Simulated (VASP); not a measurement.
These are r2SCAN meta-GGA, VASP's PBE PAW potentials (set 64) (plane waves; VASP) values and carry that method's errors.

VASP ran on this input.

### POSCAR
```
ZnS
3.8101610
  0.0000000000   0.7071068661   0.7071068661
  0.7071068661   0.0000000000   0.7071068661
  0.7071068661   0.7071068661   0.0000000000
Zn S
1 1
direct
  0.0000000000   0.0000000000   0.0000000000
  0.2500000000   0.2500000000   0.2500000000
```

### KPOINTS_OPT
```
k-points along high-symmetry lines
10
Line-mode
Reciprocal
  0.000000   0.000000   0.000000 ! GAMMA
 -0.500000  -0.500000   0.000000 ! X

 -0.500000  -0.500000   0.000000 ! X
 -0.375000  -0.375000   0.250000 ! U

 -0.375000   0.000000   0.375000 ! K
  0.000000   0.000000   0.000000 ! GAMMA

  0.000000   0.000000   0.000000 ! GAMMA
  0.000000   0.000000   0.500000 ! L

  0.000000   0.000000   0.500000 ! L
 -0.500000  -0.250000   0.250000 ! W

 -0.500000  -0.250000   0.250000 ! W
 -0.500000  -0.500000   0.000000 ! X
```

File KPOINTS:
```
Automatic mesh
0
Gamma
10 10 10
0 0 0
```

### INCAR
```
# general
SYSTEM   =  ZnS
PREC     =  Accurate
ENCUT    =  520   # plane-wave cut-off (eV)
LREAL    =  .FALSE.   # projection in real space or not
LASPH    =  .TRUE.   # aspherical one-centre terms

# electronic loop
EDIFF    =  1E-7   # SCF stop (eV)
NELM     =  100
ALGO     =  Normal   # blocked Davidson
LMAXMIX  =  4   # l cut-off of mixed one-centre charges
LMIXTAU  =  .TRUE.

# smearing
ISMEAR   =  -5

# functional
METAGGA  =  R2SCAN

# ions
ISIF     =  2   # forces and stress, cell fixed

# output
LWAVE    =  .FALSE.
LCHARG   =  .FALSE.
LORBIT   =  11
NEDOS    =  601   # DOS grid
```

POTCAR, in this order: Zn S (PBE.64 set). Program: vasp_std.

What VASP printed:

### OSZICAR
```
       N       E                     dE             d eps       ncg     rms          rms(c)
DAV:   1     0.758506690097E+02    0.75851E+02   -0.93453E+03  1222   0.171E+03
DAV:   2    -0.156472518749E+02   -0.91498E+02   -0.87398E+02  1327   0.292E+02
DAV:   3    -0.218625906531E+02   -0.62153E+01   -0.61852E+01  1497   0.777E+01
DAV:   4    -0.219365860128E+02   -0.73995E-01   -0.73969E-01  1367   0.886E+00
DAV:   5    -0.219375728846E+02   -0.98687E-03   -0.98686E-03  1482   0.101E+00    0.746E+00
DAV:   6    -0.188525812891E+02    0.30850E+01   -0.20503E+00  1407   0.488E+01    0.676E+00
DAV:   7    -0.187909731822E+02    0.61608E-01   -0.67443E-01  1292   0.166E+01    0.353E+00
DAV:   8    -0.188450854586E+02   -0.54112E-01   -0.12933E-01  1232   0.527E+00    0.156E+00
DAV:   9    -0.188346939548E+02    0.10392E-01   -0.12616E-01  1222   0.412E+00    0.401E-01
DAV:  10    -0.188540477743E+02   -0.19354E-01   -0.47499E-02  1232   0.246E+00    0.155E-01
DAV:  11    -0.188659281213E+02   -0.11880E-01   -0.49753E-03  1242   0.927E-01    0.586E-02
DAV:  12    -0.188548882608E+02    0.11040E-01   -0.44573E-03  1232   0.917E-01    0.941E-02
DAV:  13    -0.188662811906E+02   -0.11393E-01   -0.26597E-03  1232   0.637E-01    0.184E-02
DAV:  14    -0.188664020788E+02   -0.12089E-03   -0.69807E-05  1442   0.964E-02    0.984E-03
DAV:  15    -0.188664026510E+02   -0.57222E-06   -0.24787E-06  1337   0.184E-02    0.753E-03
DAV:  16    -0.188664051309E+02   -0.24799E-05   -0.11739E-06  1337   0.276E-02    0.411E-03
DAV:  17    -0.188664071456E+02   -0.20147E-05   -0.84071E-07  1252   0.164E-02    0.318E-03
DAV:  18    -0.188664070406E+02    0.10507E-06   -0.20192E-07   886   0.918E-03    0.209E-03
DAV:  19    -0.188664070696E+02   -0.29027E-07   -0.21022E-08   671   0.191E-03
   1 F= -.18866407E+02 E0= -.18866407E+02  d E =0.000000E+00
       N       E                     dE             ncg
       N       E                     dE             ncg
```

**OUTCAR**
```
------------------------ aborting loop because EDIFF is reached ----------------------------------------
  FORCE on cell =-STRESS in cart. coord.  units (eV):
  Direction    XX          YY          ZZ          XY          YZ          ZX
  --------------------------------------------------------------------------------------
  Total        0.0128908      0.0128908      0.0128908     -0.0000000      0.0000000     -0.0000000
  in kB        0.5280514      0.5280514      0.5280514     -0.0000000      0.0000000     -0.0000000
  external PRESSURE =       0.5280514 kB  Pullay stress =       0.0000000 kB
  volume of cell :       39.11
      direct lattice vectors                 reciprocal lattice vectors
     0.000000000  2.694191004  2.694191004    -0.185584466  0.185584466  0.185584466
     2.694191004  0.000000000  2.694191004     0.185584466 -0.185584466  0.185584466
     2.694191004  2.694191004  0.000000000     0.185584466  0.185584466 -0.185584466
  FREE ENERGIE OF THE ION-ELECTRON SYSTEM (eV)
  ---------------------------------------------------
  free  energy   TOTEN  =       -18.8664070696 eV

  energy  without entropy=      -18.8664070696  energy(sigma->0) =      -18.86640707

 total charge

# of ion       s       p       d       tot
------------------------------------------
    1        0.503   0.482   9.818  10.803
    2        1.302   2.469   0.000   3.772
--------------------------------------------------
tot          1.805   2.951   9.818  14.575
```
(Selected blocks of OUTCAR.)

The compound is ZnS in the zinc blende structure. It was relaxed first.
